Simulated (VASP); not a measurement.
A convergence study with VASP on BN (space group no. 186 when undisturbed): one setting is varied, all else stays as given below, so the limit is that of these other settings. One atom is moved off its site, so that forces are finite.

```
CELL_PARAMETERS angstrom
      1.26862    -2.19732     0.00000
      1.26862     2.19732     0.00000
      0.00000     0.00000     4.19890
ATOMIC_POSITIONS crystal
  B  0.66667 0.33333 0.51191
  B  0.33333 0.66667 0.00000
  N  0.66667 0.33333 0.87500
  N  0.33333 0.66667 0.37500
```

Level of theory: PBE GGA, VASP's PBE PAW potentials (set 64) (plane waves; VASP 6.6.1). The tightest run used: 960 eV cut-off, 11×11×6 Γ-centred mesh, Fermi-Dirac smearing of 0.050 eV, potentials B N.

Task: The settings run are ENCUT = 140; ENCUT = 160; ENCUT = 180; ENCUT = 200; ENCUT = 220; ENCUT = 240; ENCUT = 280; ENCUT = 320; ENCUT = 360; ENCUT = 440; ENCUT = 480; ENCUT = 540; ENCUT = 600; ENCUT = 700; ENCUT = 800; ENCUT = 960. From which on does the energy per atom stay within 0.01 eV/atom of the tightest run?

Result: From ENCUT = 440 on: it is off by 0.0034 there and by no more than 0.01 in any finer run, while ENCUT = 360 is off by 0.0180.
| setting | E (eV/atom) | pressure (GPa) | plane waves | difference judged (eV/atom) |
|---|---|---|---|---|
| ENCUT = 140 | -8.0587 | -261.14 | 100 | 0.6399 |
| ENCUT = 160 | -8.0472 | -223.70 | 116 | 0.6515 |
| ENCUT = 180 | -8.2895 | -181.47 | 135 | 0.4091 |
| ENCUT = 200 | -8.4306 | -140.59 | 158 | 0.2680 |
| ENCUT = 220 | -8.6052 | -103.08 | 183 | 0.0935 |
| ENCUT = 240 | -8.7237 | -73.85 | 214 | 0.0251 |
| ENCUT = 280 | -8.7037 | -38.26 | 260 | 0.0050 |
| ENCUT = 320 | -8.6866 | -19.05 | 314 | 0.0121 |
| ENCUT = 360 | -8.6807 | -6.64 | 373 | 0.0180 |
| ENCUT = 440 | -8.6953 | 6.15 | 525 | 0.0034 |
| ENCUT = 480 | -8.6945 | 7.78 | 580 | 0.0041 |
| ENCUT = 540 | -8.6943 | 7.99 | 680 | 0.0044 |
| ENCUT = 600 | -8.6959 | 7.76 | 795 | 0.0028 |
| ENCUT = 700 | -8.6978 | 7.79 | 1020 | 0.0009 |
| ENCUT = 800 | -8.6985 | 8.07 | 1224 | 0.0002 |
| ENCUT = 960 | -8.6987 | 8.24 | 1605 | 0.0000 |

Left out are rungs that failed or repeat a setting and relaxations that didn't move; long series are thinned to 24 rows.

The structure is a typed BN crystal (space group no. 186). The cell was not relaxed at this level, it is distorted from the ideal structure.
